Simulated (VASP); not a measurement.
Set up this calculation in VASP 6.6.1, as the native input.

```yaml
Task: relaxation of cell and atoms
Functional: PBE
Potentials_or_basis: VASP PAW PBE potentials, release 64 (Sn_d, O)
Cutoff: 600 eV
k_mesh: 4 × 4 × 4
Occupations: gaussian, width 0.1 eV
Spin: no spin polarisation
Dipole_correction: no
Further_INCAR_settings: ALGO = Fast; EDIFF = 1e-06; IBRION = 2; EDIFFG = -0.04; NSW = 90; ISIF = 3
```

The structure of Sn3O lies in POSCAR:

```
Sn3O
1.0
   -3.4489949000      3.4489949000      3.4489949000
    3.4489949000     -3.4489949000      3.4489949000
    3.4489949000      3.4489949000     -3.4489949000
Sn O
3 1
Direct
    0.0000000000      0.5000000000      0.5000000000
    0.5000000000      0.0000000000      0.5000000000
    0.5000000000      0.5000000000      0.0000000000
    0.0000000000      0.0000000000      0.0000000000
```

The cell was built by a generator and needn't be a form met in nature.

The cell isn't the ideal one: random cell by space group and Wyckoff sites (Im-3m, No. 229).

These files were run (other wordings do the same):

INCAR

```
PREC     = Accurate       # precision mode
ENCUT    = 600            # plane-wave cutoff, eV
EDIFF    = 1E-6           # SCF threshold, eV
ISMEAR   = 0              # smearing method
SIGMA    = 0.1            # smearing width, eV
LREAL    = F              # projectors in reciprocal space
LASPH    = T              # aspherical terms in the spheres
NELM     = 100            # most SCF steps
ALGO     = Fast           # electronic algorithm
ISIF     = 3              # what is computed and relaxed
LWAVE    = F              # write WAVECAR
LCHARG   = F              # write CHGCAR
GGA      = PE             # functional
IBRION   = 2              # ionic algorithm
NSW      = 90             # ionic steps
EDIFFG   = -0.04          # ionic threshold
```

KPOINTS

```
regular mesh
0
Gamma
  4 4 4
```

Potentials or basis: VASP PAW PBE potentials, release 64 (Sn_d, O).

Run with:

```bash
$ cat potpaw_PBE.64/Sn_d/POTCAR potpaw_PBE.64/O/POTCAR > POTCAR
$ mpirun -np 1 vasp_std > vasp.out
```

It gave:

- Relaxed volume: 23.17 Å³/atom
- Relaxed cell: a = 4.938 Å, b = 4.938 Å, c = 4.938 Å, α = 109.47°, β = 109.47°, γ = 109.47°
- Space group after relaxing (to 0.05 Å): Im-3m (No. 229)
- Energy gained by relaxing: 807.3 meV/atom
- Ionic steps: 6
- Pressure after relaxing: 0.0 GPa
- Band gap on the k mesh: none (metal or under the smearing width)

Caveat: the volume moved by over 15 % at a fixed basis, so the end points are rough.

Run time: 5.1 min on 1 thread of AMD EPYC 7R13 Processor (Zen 3), with other jobs on the host, peak memory 0.33 GiB.
